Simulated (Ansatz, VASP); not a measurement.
Two plane-wave programs on Zr4F

```
CELL_PARAMETERS angstrom
3.86550 0.00000 0.00000
-1.93275 3.34762 0.00000
0.00000 0.00000 6.64492
ATOMIC_POSITIONS crystal
Zr 0.33333 0.66667 0.74292
Zr 0.33333 0.66667 0.25708
Zr 0.66667 0.33333 0.25708
Zr 0.66667 0.33333 0.74292
F 0.00000 0.00000 0.50000
```

Alike in both runs: task single point; functional PBE; k mesh 6 × 6 × 4; occupations gaussian, width 0.1 eV; no spin polarisation.

|  | VASP | Ansatz |
| --- | --- | --- |
| version | VASP 6.6.1 | Ansatz 0.2.0 |
| potentials or method | VASP PAW PBE potentials, release 64 (Zr_sv, F) | scalar-relativistic, plane waves, PAW |
| plane-wave cutoff (eV) | 520 | 420 |
| valence electrons in the cell | 55 | 55 |

|  | VASP | Ansatz | Ansatz less VASP |
| --- | --- | --- | --- |
| gap on the k mesh at the Fermi level (eV) | none | none | - |
| rms of the force components (eV/Å) | 0.547 | 0.545 | -0.0023 |

Atom by atom the forces differ by 0.002 eV/Å (rms over components). A gap of «none» marks a metal or a gap that the smearing closes. The functional is the same, so the differences come from potentials, cutoffs and numerics.

Caveats: an odd number of electrons without spin polarisation forces a metal; a magnetic or distorted state may lie lower.
